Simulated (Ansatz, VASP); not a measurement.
Two plane-wave programs on LiNbP2

INCAR

```
SYSTEM = LiNbP2
  PREC = Accurate
  ENCUT = 520
  EDIFF = 1E-6
  ISMEAR = 0
  SIGMA = 0.1
  LREAL = .False.
  LASPH = .True.
  NELM = 60
  ALGO = Normal
  ISIF = 2
  LWAVE = .False.
  LCHARG = .True.
  GGA = PE
  LELF = .True.
  LVHAR = .True.
  NBANDS = 21
```

Contents of KPOINTS:

```
regular mesh
0
Gamma
  6 6 4
  0 0 0
```

File POSCAR:

```
LiNbP2
1.0
    3.3685601100      0.0000000000      0.0000000000
   -1.6842800500      2.9172586300      0.0000000000
    0.0000000000      0.0000000000      6.6023778100
Li Nb P
1 1 2
Direct
    0.0000000000      0.0000000000      0.0000000000
    0.0000000000      0.0000000000      0.5000000000
    0.3333333300      0.6666666700      0.2500000000
    0.3333333300      0.6666666700      0.7500000000
```

Input for Ansatz:

```yaml
crystal:
  lattice:
    - [3.36856011, 0.0, 0.0]
    - [-1.68428005, 2.91725863, 0.0]
    - [0.0, 0.0, 6.60237781]
  atoms:
    - { symbol: Li, position: [0.0, 0.0, 0.0] }
    - { symbol: Nb, position: [0.0, 0.0, 0.5] }
    - { symbol: P, position: [0.33333333, 0.66666667, 0.25] }
    - { symbol: P, position: [0.33333333, 0.66666667, 0.75] }
basis:
  ecutwfc: 420
kpoints:
  mp_grid: { grid: [6, 6, 4] }
hamiltonian:
  xc: pbe
scf:
  occupations: { method: gaussian, width: 0.1 }
  lower_state_search: "off"
output:
  forces: true
  stress: true
  eigenvalues: true
```

Alike in both runs: task single point; functional PBE; k mesh 6 × 6 × 4; occupations gaussian, width 0.1 eV; no spin polarisation.

```csv
,VASP,Ansatz
version,VASP 6.6.1,Ansatz 0.2.0
potentials or method,"VASP PAW PBE potentials, release 64 (Li_sv, Nb_sv, P)","scalar-relativistic, plane waves, PAW"
plane-wave cutoff (eV),520,420
valence electrons in the cell,26,26
```

Ansatz gave:

| Property | Result |
| --- | --- |
| gap on the k mesh at the Fermi level (eV) | none |
| rms of the force components (eV/Å) | 0.357 |

**Question.** What did VASP give for the same quantities?

**Answer.** gap on the k mesh at the Fermi level (eV): none; rms of the force components (eV/Å): 0.366.

Atom by atom the forces differ by 0.009 eV/Å (rms over components). A gap of «none» marks a metal or a gap that the smearing closes.
